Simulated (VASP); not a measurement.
# Si2MoN4 in VASP: relaxation of cell and atoms with r2SCAN+rVV10

Aim: the relaxation of cell and atoms of Si2MoN4 with r2SCAN+rVV10.

All numbers are computed with VASP 6.6.1; they aren't measurements. Logs are shortened: lines on timing, memory, paths and dates and some standing lists are left out, and cuts for length are marked.

## (1) The structure

The cell holds a sheet with vacuum, 7 atoms: a = 2.910 Å, b = 2.910 Å, c = 23.000 Å, α = 90.00°, β = 90.00°, γ = 120.00°.

The cell was built by a generator and needn't be a form met in nature.

## (2) Relaxation of cell and atoms, r2SCAN+rVV10

File INCAR:

```
PREC = Accurate
ENCUT = 600
EDIFF = 1E-6
ISMEAR = 0
SIGMA = 0.03
LREAL = False
LASPH = True
NELM = 120
ALGO = Normal
ISIF = 3
LWAVE = False
LCHARG = False
METAGGA = R2SCAN
LMIXTAU = True
LUSE_VDW = True
IVDW_NL = 2
BPARAM = 11.95
CPARAM = 0.0093
IBRION = 2
NSW = 60
EDIFFG = -0.005
LATTICE_CONSTRAINTS = .TRUE. .TRUE. .FALSE.
KPAR = 4
```

File KPOINTS:

```
Automatic mesh
0
Gamma
  18 18 1
```

File POSCAR:

```
Si2MoN4
1.0
    2.9100000000      0.0000000000      0.0000000000
   -1.4550000000      2.5201339300      0.0000000000
    0.0000000000      0.0000000000     23.0000000000
N Si Mo
4 2 1
Direct
    0.3333330000      0.6666670000      0.3478260900
    0.6666670000      0.3333330000      0.4456521700
    0.6666670000      0.3333330000      0.5543478300
    0.3333330000      0.6666670000      0.6521739100
    0.6666670000      0.3333330000      0.3695652200
    0.6666670000      0.3333330000      0.6304347800
    0.0000000000      0.0000000000      0.5000000000
```

Potentials or basis: VASP PAW PBE potentials, release 64 (N, Si, Mo_sv).

Started as:

```
> cat potpaw_PBE.64/N/POTCAR potpaw_PBE.64/Si/POTCAR potpaw_PBE.64/Mo_sv/POTCAR > POTCAR
> mpirun -np 4 vasp_std > vasp.out
```

OUTCAR:

```text
PREC = Accurate
   ENCUT = 600
   EDIFF = 1E-6
   ISMEAR = 0
   LREAL = False
   LASPH = True
   NELM = 120
   ISIF = 3
   METAGGA = R2SCAN
   IVDW_NL = 2
   BPARAM = 11.95
   IBRION = 2
   NSW = 60
   EDIFFG = -0.005

 ion  position               nearest neighbor table
   1  0.333  0.667  0.348-   5 1.75   5 1.75   5 1.75
   2  0.667  0.333  0.446-   5 1.75   7 2.09   7 2.09   7 2.09
   3  0.667  0.333  0.554-   6 1.75   7 2.09   7 2.09   7 2.09
   4  0.333  0.667  0.652-   6 1.75   6 1.75   6 1.75
   5  0.667  0.333  0.370-   2 1.75   1 1.75   1 1.75   1 1.75
   6  0.667  0.333  0.630-   3 1.75   4 1.75   4 1.75   4 1.75
   7  0.000  0.000  0.500-   2 2.09   3 2.09   2 2.09   3 2.09   2 2.09   3 2.09

  LATTYP: Found a hexagonal cell.
 ALAT       =     2.9100000000
 C/A-ratio  =     7.9037800687

  Lattice vectors:

 A1 = (   2.9100000000,   0.0000000000,   0.0000000000)
 A2 = (  -1.4550000000,   2.5201339300,   0.0000000000)
 A3 = (   0.0000000000,   0.0000000000,  23.0000000000)

Analysis of symmetry for initial positions (statically):
=====================================================================
 Subroutine PRICEL returns:
 Original cell was already a primitive cell.

 Routine SETGRP: Setting up the symmetry group for a
 hexagonal supercell.

 Subroutine GETGRP returns: Found 12 space group operations
 (whereof 12 operations were pure point group operations)
 out of a pool of 24 trial point group operations.

The static configuration has the point symmetry D_3h.

Analysis of symmetry for dynamics (positions and initial velocities):
=====================================================================
 Subroutine PRICEL returns:
 Original cell was already a primitive cell.

 Routine SETGRP: Setting up the symmetry group for a
 hexagonal supercell.

 Subroutine GETGRP returns: Found 12 space group operations
 (whereof 12 operations were pure point group operations)
 out of a pool of 24 trial point group operations.

The dynamic configuration has the point symmetry D_3h.

 Subroutine INISYM returns: Found 12 space group operations
 (whereof 12 operations are pure point group operations),
 and found     1 'primitive' translations

----------------------------------------------------------------------------------------

                                     Primitive cell

  volume of cell :     168.6726

  direct lattice vectors                    reciprocal lattice vectors
     2.910000000  0.000000000  0.000000000     0.343642612  0.198402154  0.000000000
    -1.455000000  2.520133930  0.000000000     0.000000000  0.396804308  0.000000000
     0.000000000  0.000000000 23.000000000     0.000000000  0.000000000  0.043478261

  length of vectors
     2.910000000  2.910000004 23.000000000     0.396804309  0.396804308  0.043478261

  position of ions in fractional coordinates (direct lattice)
     0.333333000  0.666667000  0.347826090
     0.666667000  0.333333000  0.445652170
     0.666667000  0.333333000  0.554347830
     0.333333000  0.666667000  0.652173910
     0.666667000  0.333333000  0.369565220
     0.666667000  0.333333000  0.630434780
     0.000000000  0.000000000  0.500000000

  ion indices of the primitive-cell ions
   primitive index   ion index
                 1           1
                 2           2
                 3           3
                 4           4
                 5           5
                 6           6
                 7           7

----------------------------------------------------------------------------------------

 KPOINTS: Automatic mesh

Automatic generation of k-mesh.
 Grid dimensions read from file:
 generate k-points for:   18   18    1

 Generating k-lattice:

  Cartesian coordinates                     Fractional coordinates (reciprocal lattice)
     0.019091256  0.011022342  0.000000000     0.055555556  0.000000000  0.000000000
     0.000000000  0.022044684  0.000000000     0.000000000  0.055555556  0.000000000
     0.000000000  0.000000000  0.043478261     0.000000000  0.000000000  1.000000000

  Length of vectors
     0.022044684  0.022044684  0.043478261

  Shift w.r.t. Gamma in fractional coordinates (k-lattice)
     0.000000000  0.000000000  0.000000000

 Subroutine IBZKPT returns following result:
 ===========================================

 Found     37 irreducible k-points:

 Following reciprocal coordinates:
            Coordinates               Weight
  0.000000  0.000000  0.000000      1.000000
  0.055556  0.000000  0.000000      6.000000
  0.111111  0.000000  0.000000      6.000000
  0.166667 -0.000000  0.000000      6.000000
  0.222222  0.000000  0.000000      6.000000
  0.277778 -0.000000  0.000000      6.000000
[... 16 lines left out ...]
  0.333333  0.111111  0.000000     12.000000
  0.388889  0.111111  0.000000     12.000000
 [... further k-points ...]
   k-points           NKPTS =     37   k-points in BZ     NKDIM =     37   number of bands    NBANDS=     25
   number of dos      NEDOS =    301   number of ions     NIONS =      7
   total plane-waves  NPLWV = 110592
   dimension x,y,z NGX =    24 NGY =   24 NGZ =  192
   dimension x,y,z NGXF=    48 NGYF=   48 NGZF=  384
   ions per type =               4   2   1
   NGX,Y,Z   is equivalent  to a cutoff of  13.71, 13.71, 13.88 a.u.
   NGXF,Y,Z  is equivalent  to a cutoff of  27.42, 27.42, 27.76 a.u.
 SYSTEM =  unknown system
   PREC   = accura    normal or accurate (medium, high low for compatibility)
   ISTART =      0    job   : 0-new  1-cont  2-samecut
   ICHARG =      2    charge: 1-file 2-atom 10-const
   ISPIN  =      1    spin polarized calculation?
   LNONCOLLINEAR =      F non collinear calculations
   LSORBIT =      F    spin-orbit coupling
   LASPH  =      T    aspherical Exc in radial PAW
   ENCUT  =  600.0 eV  44.10 Ry    6.64 a.u.   5.81  5.81 45.94*2*pi/ulx,y,z
   NELM   =    120;   NELMIN=  2; NELMDL= -5     # of ELM steps
   EDIFF  = 0.1E-05   stopping-criterion for ELM
   LREAL  =      F    real-space projection
   EDIFFG = -.5E-02   stopping-criterion for IOM
   NSW    =     60    number of steps for IOM
   IBRION =      2    ionic relax: 0-MD 1-quasi-New 2-CG
   NFREE  =      1    steps in history (QN), initial steepest desc. (CG)
   ISIF   =      3    stress and relaxation
   ISYM   =      2    0-nonsym 1-usesym 2-fastsym
   POTIM  = 0.5000    time-step for ionic-motion
   TEBEG  =    0.0;   TEEND  =   0.0 temperature during run
   PSTRESS=    0.0 pullay stress
   NELECT =      42.0000    total number of electrons
   NUPDOWN=      -1.0000    fix difference up-down
   EMIN   =  10.00;   EMAX   =-10.00  energy-range for DOS
   EFERMI =   0.00;   METHOD = LEGACY
   ISMEAR =     0;   SIGMA  =   0.03  broadening in eV -4-tet -1-fermi 0-gaus
   EFERMI_NEDOS =   21; number of points for ismear=-14 and -15
   IALGO  =     38    algorithm
   IMIX   =      4    mixing-type and parameters
     AMIX     =   0.40;   BMIX     =  1.00
     AMIX_MAG =   1.60;   BMIX_MAG =  1.00
  volume/ion in A,a.u.               =      24.10       162.61
  Fermi-wavevector in a.u.,A,eV,Ry     =   1.029935  1.946295 14.432597  1.060766
  Thomas-Fermi vector in A             =   2.164008
   LORBIT       =      0    0 simple, 1 ext, 2 COOP (PROOUT), +10 PAW based schemes
   METAGGA = R2SCAN    functional components
   LHFCALC =     F    Hartree Fock is set to
   AEXX    =    0.0000 exact exchange contribution
   IVDW_NL    =     2    kernel type
   BPARAM     =11.9500
   IVDW    =     0    specifies the selected vdW correction
   LEPSILON=     F    determine dielectric tensor
   LRPA    =     F    only Hartree local field effects (RPA)
 conjugate gradient relaxation of ions
 non-spin polarized calculation
 Gauss-broadening in eV      SIGMA  =   0.03
  energy-cutoff  :      600.00
  volume of cell :      168.67
 maximum number of plane-waves:      5664
 NGX is ok and might be reduce to    24
   NGX = 11   NGY = 11   NGZ = 91

--------------------------------------- Ionic step        1  -------------------------------------------

 number of electron      42.0000001 magnetization

 Free energy of the ion-electron system (eV)
  ---------------------------------------------------
  ext. energy  EPLUGINS =         0.00000000
  ---------------------------------------------------
  free energy    TOTEN  =       -87.07172767 eV

  energy without entropy =      -87.07172767  energy(sigma->0) =      -87.07172767

------------------------ aborting loop because EDIFF is reached ----------------------------------------

  FORCE on cell =-STRESS in cart. coord.  units (eV):
  Direction    XX          YY          ZZ          XY          YZ          ZX
  --------------------------------------------------------------------------------------
  -------------------------------------------------------------------------------------
  Total       -2.5806703     -2.5806703     -2.3532973      0.0000000     -0.0000000      0.0000000
  in kB      -24.5131241    -24.5131242    -22.3533660      0.0000000     -0.0000000      0.0000000
  external PRESSURE =     -23.7932047 kB  Pullay stress =       0.0000000 kB
[... 104 lines left out ...]
  FREE ENERGIE OF THE ION-ELECTRON SYSTEM (eV)
  ---------------------------------------------------
  free  energy   TOTEN  =       -87.0931984218 eV

  energy  without entropy=      -87.0931984218  energy(sigma->0) =      -87.09319842

[... ionic steps 4 to 7 ...]

--------------------------------------- Ionic step        8  -------------------------------------------

 number of electron      41.9999995 magnetization

------------------------ aborting loop because EDIFF is reached ----------------------------------------
[... 77 lines left out ...]
--------------------------------------- Ionic step       10  -------------------------------------------

 number of electron      41.9999995 magnetization

 Free energy of the ion-electron system (eV)
  ---------------------------------------------------
  ext. energy  EPLUGINS =         0.00000000
  ---------------------------------------------------
  free energy    TOTEN  =       -87.09664409 eV

  energy without entropy =      -87.09664409  energy(sigma->0) =      -87.09664409

 E-fermi :   0.9123     XC(G=0):  -5.6107

 val. band max:        0.5873452798   @ k =   0.0000   0.0000   0.0000
 cond. band min:       2.5105751596   @ k =   0.3333   0.3333   0.0000
 fundamental gap:      1.9232298798
 Fermi energy:         0.9122680585

 k-point     1 :       0.0000    0.0000    0.0000
  band No.  band energies     occupation
      1     -62.6960      2.00000
      2     -36.0865      2.00000
      3     -35.6347      2.00000
      4     -35.6347      2.00000
      5     -19.3101      2.00000
      6     -19.2083      2.00000
[... 661 lines left out ...]
     24       4.4222      0.00000
     25       4.9515      0.00000

 [... further k-points ...]

------------------------ aborting loop because EDIFF is reached ----------------------------------------

  FORCE on cell =-STRESS in cart. coord.  units (eV):
  Direction    XX          YY          ZZ          XY          YZ          ZX
  --------------------------------------------------------------------------------------
  -------------------------------------------------------------------------------------
  Total       -0.0171685     -0.0171685     -0.0651251      0.0000000      0.0000000      0.0000000
  in kB       -0.1651875     -0.1651875     -0.6266062      0.0000000      0.0000000      0.0000000
  external PRESSURE =      -0.3189938 kB  Pullay stress =       0.0000000 kB
[... 22 lines left out ...]
  FREE ENERGIE OF THE ION-ELECTRON SYSTEM (eV)
  ---------------------------------------------------
  free  energy   TOTEN  =       -87.0966440920 eV

  energy  without entropy=      -87.0966440920  energy(sigma->0) =      -87.09664409

 reached required accuracy - stopping structural energy minimisation
```

It took 52 min on 4 MPI ranks of Intel Xeon 6975P-C (Granite Rapids), shared host; peak memory 0.92 GiB.

Results:

- Free energy: -87.0966 eV
- Relaxed volume: 23.79 Å³/atom
- Relaxed cell: a = 2.891 Å, b = 2.891 Å, c = 23.000 Å, α = 90.00°, β = 90.00°, γ = 120.00°
- Space group after relaxing (to 0.05 Å): P-6m2 (No. 187)
- Energy gained by relaxing: 3.6 meV/atom
- Ionic steps: 10
- Band gap on the k mesh: 1.92 eV, indirect (least direct gap 2.26 eV)

Forces on the atoms (eV/Å):
```
N    0.000  0.000  0.002
N    0.000  0.000 -0.002
N    0.000  0.000  0.002
N    0.000  0.000 -0.002
Si   0.000  0.000 -0.001
Si   0.000  0.000  0.001
Mo   0.000  0.000  0.000
```

The path:
```csv
step,energy change (eV),largest force (eV/Å),pressure (GPa),volume (Å³)
1,0.0000,0.2190,-2.38,168.67
2,0.0222,0.2217,2.75,162.73
3,-0.0215,0.1915,-0.35,166.20
4,-0.0209,0.3222,-0.28,166.27
5,-0.0224,0.0973,-0.32,166.23
6,-0.0236,0.0739,-0.22,166.29
7,-0.0248,0.0251,-0.02,166.42
8,-0.0249,0.0180,0.02,166.44
9,-0.0249,0.0157,-0.09,166.59
10,-0.0249,0.0024,-0.03,166.52
```

Final structure:
```xyz
7
Lattice="2.8914 0.0000 0.0000 -1.4457 2.5040 0.0000 0.0000 0.0000 23.0000" Properties=species:S:1:pos:R:3 pbc="T T T"
N     0.0000    1.6693    8.0223
N     1.4457    0.8347   10.2530
N     1.4457    0.8347   12.7470
N     0.0000    1.6693   14.9777
Si    1.4457    0.8347    8.5180
Si    1.4457    0.8347   14.4820
Mo    0.0000    0.0000   11.5000
```

Caveat: the PAW data sets were made with another functional, which shifts forces and pressure a little.
